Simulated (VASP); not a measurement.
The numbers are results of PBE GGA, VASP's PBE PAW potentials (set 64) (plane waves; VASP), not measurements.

Input for VASP

**KPOINTS**
```
Automatic mesh
0
gamma
  2 2 2
```

**INCAR**
```
ALGO=Normal
EDIFF=1E-6
ENCUT=300
GGA=PE
ISIF=2
ISMEAR=-1
LASPH=.True.
LCHARG=.False.
LMAXMIX=6
LREAL=.False.
LWAVE=.False.
NELM=100
PREC=Accurate
SIGMA=0.1
SYSTEM=Ta3Cu
```

### POSCAR
```
Ta3Cu
1
    0.0000000000     3.4777930000     3.4777930000
    3.4777930000     0.0000000000     3.4777930000
    3.4777930000     3.4777930000     0.0000000000
Cu Ta
1 3
Direct
  0.0000000000   0.0000000000   0.0000000000
  0.5000000000   0.5000000000   0.5000000000
  0.2500000000   0.2500000000   0.2500000000
  0.7500000000   0.7500000000   0.7500000000
```

POTCAR, in this order: Cu Ta_pv (PBE.64 set). Program: vasp_std.

The resulting files:

File OUTCAR:
```
 ion  position               nearest neighbor table
   1  0.000  0.000  0.000-   4 3.01   4 3.01   4 3.01   3 3.01   4 3.01   3 3.01   3 3.01   3 3.01
  LATTYP: Found a face centered cubic cell.
 ALAT       =     6.9555860000
 Subroutine PRICEL returns:
 Original cell was already a primitive cell.
 Subroutine GETGRP returns: Found 48 space group operations
The static configuration has the point symmetry O_h .
The dynamic configuration has the point symmetry O_h .
 Subroutine INISYM returns: Found 48 space group operations
 Subroutine IBZKPT returns following result:
 Found      3 irreducible k-points:

 Following reciprocal coordinates:
            Coordinates               Weight
  0.000000  0.000000  0.000000      1.000000
  0.500000  0.000000  0.000000      4.000000
  0.500000  0.500000  0.000000      3.000000
   k-points           NKPTS =      3   k-points in BZ     NKDIM =      3   number of bands    NBANDS=     26
   number of dos      NEDOS =    301   number of ions     NIONS =      4
   total plane-waves  NPLWV =  21952
   dimension x,y,z NGX =    28 NGY =   28 NGZ =   28
   dimension x,y,z NGXF=    56 NGYF=   56 NGZF=   56
   ions per type =               1   3
   PREC   = accura    normal or accurate (medium, high low for compatibility)
   ISTART =      0    job   : 0-new  1-cont  2-samecut
   ICHARG =      2    charge: 1-file 2-atom 10-const
   ISPIN  =      1    spin polarized calculation?
   LNONCOLLINEAR =      F non collinear calculations
   LSORBIT =      F    spin-orbit coupling
   INIWAV =      1    electr: 0-lowe 1-rand  2-diag
   ENCUT  =  300.0 eV  22.05 Ry    4.70 a.u.   6.95  6.95  6.95*2*pi/ulx,y,z
   NELM   =    100;   NELMIN=  2; NELMDL= -5     # of ELM steps
   EDIFF  = 0.1E-05   stopping-criterion for ELM
   LREAL  =      F    real-space projection
   NLSPLINE    = F    spline interpolate recip. space projectors
   LMAXMIX     =    6 max onsite mixed and CHGCAR
   VOSKOWN=      0    Vosko Wilk Nusair interpolation
   EDIFFG = 0.1E-04   stopping-criterion for IOM
   NSW    =      0    number of steps for IOM
   NBLOCK =      1;   KBLOCK =      1    inner block; outer block
   IBRION =     -1    ionic relax: 0-MD 1-quasi-New 2-CG
   NFREE  =      0    steps in history (QN), initial steepest desc. (CG)
   ISIF   =      2    stress and relaxation
   ISYM   =      2    0-nonsym 1-usesym 2-fastsym
   TEIN   =    0.0    initial temperature
   TEBEG  =    0.0;   TEEND  =   0.0 temperature during run
   SMASS  =  -3.00    Nose mass-parameter (am)
   PSTRESS=    0.0 pullay stress
   NELECT =      44.0000    total number of electrons
   EFERMI =   0.00;   METHOD = LEGACY
   ISMEAR =    -1;   SIGMA  =   0.10  broadening in eV -4-tet -1-fermi 0-gaus
   IALGO  =     38    algorithm
   LDIAG  =      T    sub-space diagonalisation (order eigenvalues)
   IMIX   =      4    mixing-type and parameters
     AMIX     =   0.40;   BMIX     =  1.00
     AMIX_MAG =   1.60;   BMIX_MAG =  1.00
     AMIN     =   0.10
   GGA     = PE    functional components
   VOSKOWN =     0    Vosko Wilk Nusair interpolation
   LHFCALC =     F    Hartree Fock is set to
   LHFONE  =     F    Hartree Fock one center treatment
   AEXX    =    0.0000 exact exchange contribution
   IVDW    =     0    specifies the selected vdW correction
   LEPSILON=     F    determine dielectric tensor
   LRPA    =     F    only Hartree local field effects (RPA)
  energy-cutoff  :      300.00
  volume of cell :       84.13
      direct lattice vectors                 reciprocal lattice vectors
     0.000000000  3.477793000  3.477793000    -0.143769339  0.143769339  0.143769339
     3.477793000  0.000000000  3.477793000     0.143769339 -0.143769339  0.143769339
     3.477793000  3.477793000  0.000000000     0.143769339  0.143769339 -0.143769339
 k-point     1 :   0.0000 0.0000 0.0000  plane waves:     965
 k-point     2 :   0.5000 0.0000 0.0000  plane waves:     978
 k-point     3 :   0.5000 0.5000 0.0000  plane waves:     982
...
```

**OSZICAR**
```
       N       E                     dE             d eps       ncg     rms          rms(c)
DAV:   1     0.302040290966E+03    0.30204E+03   -0.17621E+04   156   0.126E+03
DAV:   2    -0.225914600098E+02   -0.32463E+03   -0.32031E+03   166   0.395E+02
DAV:   3    -0.400839710597E+02   -0.17493E+02   -0.16286E+02   214   0.815E+01
DAV:   4    -0.408686325918E+02   -0.78466E+00   -0.77565E+00   240   0.165E+01
DAV:   5    -0.408862524399E+02   -0.17620E-01   -0.17121E-01   224   0.200E+00    0.259E+01
DAV:   6    -0.494385765300E+02   -0.85523E+01   -0.23879E+02   172   0.198E+02    0.193E+01
DAV:   7    -0.380147748019E+02    0.11424E+02   -0.40125E+01   166   0.515E+01    0.922E+00
DAV:   8    -0.368358112526E+02    0.11790E+01   -0.93863E+00   226   0.391E+01    0.476E+00
DAV:   9    -0.367507559005E+02    0.85055E-01   -0.93889E-01   232   0.563E+00    0.266E+00
DAV:  10    -0.367135315720E+02    0.37224E-01   -0.81055E-01   180   0.151E+01    0.183E+00
DAV:  11    -0.366753411228E+02    0.38190E-01   -0.14850E-01   198   0.525E+00    0.634E-01
DAV:  12    -0.366689083862E+02    0.64327E-02   -0.27778E-02   196   0.251E+00    0.968E-02
DAV:  13    -0.366689202532E+02   -0.11867E-04   -0.40198E-03   224   0.507E-01    0.383E-02
DAV:  14    -0.366689101096E+02    0.10144E-04   -0.10783E-04   238   0.108E-01    0.108E-02
DAV:  15    -0.366689102477E+02   -0.13809E-06   -0.41689E-05   248   0.390E-02    0.904E-03
DAV:  16    -0.366689092957E+02    0.95200E-06   -0.45198E-06   174   0.144E-02
   1 F= -.36668909E+02 E0= -.36549914E+02  d E =-.237990E+00
```

**OUTCAR**
```
------------------------ aborting loop because EDIFF is reached ----------------------------------------
  FORCE on cell =-STRESS in cart. coord.  units (eV):
  Direction    XX          YY          ZZ          XY          YZ          ZX
  --------------------------------------------------------------------------------------
  Total      -14.3064596    -14.3064596    -14.3064596     -0.0000000      0.0000000      0.0000000
  in kB     -272.4592608   -272.4592608   -272.4592608     -0.0000000      0.0000000      0.0000000
  external PRESSURE =    -272.4592608 kB  Pullay stress =       0.0000000 kB
  volume of cell :       84.13
      direct lattice vectors                 reciprocal lattice vectors
     0.000000000  3.477793000  3.477793000    -0.143769339  0.143769339  0.143769339
     3.477793000  0.000000000  3.477793000     0.143769339 -0.143769339  0.143769339
     3.477793000  3.477793000  0.000000000     0.143769339  0.143769339 -0.143769339
 POSITION                                       TOTAL-FORCE (eV/Angst)
 -----------------------------------------------------------------------------------
      0.00000      0.00000      0.00000        -0.000000     -0.000000     -0.000000
      3.47779      3.47779      3.47779        -0.000000     -0.000000     -0.000000
      1.73890      1.73890      1.73890         0.000000     -0.000000     -0.000000
      5.21669      5.21669      5.21669         0.000000      0.000000      0.000000
 -----------------------------------------------------------------------------------
    total drift:                                0.000000     -0.000000      0.000000
  FREE ENERGIE OF THE ION-ELECTRON SYSTEM (eV)
  ---------------------------------------------------
  free  energy   TOTEN  =       -36.6689092957 eV

  energy  without entropy=      -36.4309188089  energy(sigma->0) =      -36.54991405
```
(Selected blocks of OUTCAR.)

### OUTCAR
```
 val. band max:        4.2417992329   @ k =   0.5000   0.0000   0.0000

 cond. band min:       4.3829916386   @ k =   0.5000   0.5000   0.0000


 Fermi energy:         4.2732363444

 k-point     1 :       0.0000    0.0000    0.0000
  band No.  band energies     occupation
      1     -30.3622      2.00000
      2     -30.3622      2.00000
      3     -30.3622      2.00000
      4     -30.3113      2.00000
      5     -30.3113      2.00000
      6     -30.3113      2.00000
      7     -29.4932      2.00000
      8     -29.4932      2.00000
      9     -29.4932      2.00000
     10      -3.1663      2.00000
     11       0.8095      2.00000
     12       0.8095      2.00000
     13       1.2305      2.00000
     14       1.2305      2.00000
     15       1.2305      2.00000
     16       2.5494      2.00000
     17       2.5494      2.00000
     18       2.5494      2.00000
     19       2.8950      2.00000
     20       2.8950      2.00000
     21       3.9523      1.92238
     22       3.9523      1.92237
     23       3.9523      1.92237
     24       7.2728      0.00000
     25       7.2728      0.00000
     26       7.2728      0.00000

 k-point     2 :       0.5000    0.0000    0.0000
  band No.  band energies     occupation
      1     -30.3686      2.00000
      2     -30.3686      2.00000
      3     -30.3497      2.00000
      4     -30.3204      2.00000
      5     -30.3185      2.00000
      6     -30.3185      2.00000
      7     -29.5035      2.00000
      8     -29.4789      2.00000
      9     -29.4789      2.00000
     10      -0.4761      2.00000
     11      -0.4326      2.00000
     12       1.2136      2.00000
     13       1.2137      2.00000
     14       1.2138      2.00000
     15       1.2856      2.00000
     16       1.2856      2.00000
     17       2.4339      2.00000
     18       2.4339      2.00000
     19       2.8759      2.00000
     20       3.3121      1.99987
     21       3.3121      1.99987
     22       4.2418      1.15591
...
```

At this cut-off the stress carries a Pulay error, which pulls relaxed volumes low.  Unless said otherwise, spin-orbit coupling is left out, though it shifts the bands of the heavy elements here.

The structure was generated: Ta3Cu was put into an ordered model structure, which need not be its known phase. The cell was not relaxed at this level. The k-mesh is coarse (spacing up to 0.78 per Å, 2π included), so the numbers may not be converged in it. The run is one of a series of settings (KPOINTS 2×2×2 Γ-centred mesh against the base run), some of them coarse on purpose.
